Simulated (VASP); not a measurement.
```xyz
3
Lattice="0.0000 3.1457 3.1457 3.1457 0.0000 3.1457 3.1457 3.1457 0.0000" Properties=species:S:1:pos:R:3 pbc="T T T"
Mg     1.5728     1.5728     1.5728
Mg     4.7185     4.7185     4.7185
Si     0.0000     0.0000     0.0000
```

Computed with PBE GGA with D4 dispersion, VASP's PBE PAW potentials (set 64) (plane waves; VASP). Settings: 520 eV cut-off, 6×6×6 Γ-centred mesh, Gaussian smearing of 0.050 eV, potentials Mg Si.

Q: What does the run give for the energy per atom (σ→0), band gap (on the k-mesh) with the smallest direct gap where there is one?

A: 
| Quantity | Result |
|---|---|
| band gap (on the k-mesh) | 0.17 eV |
| smallest direct gap (on the k-mesh) | 2.04 eV |
| energy per atom (σ→0) | -3.180 eV/atom |

The absolute energy has meaning only against runs of the same code, potentials and settings.

The compound is Mg2Si in the antifluorite structure. It was relaxed first. The start is the result of an earlier pass.
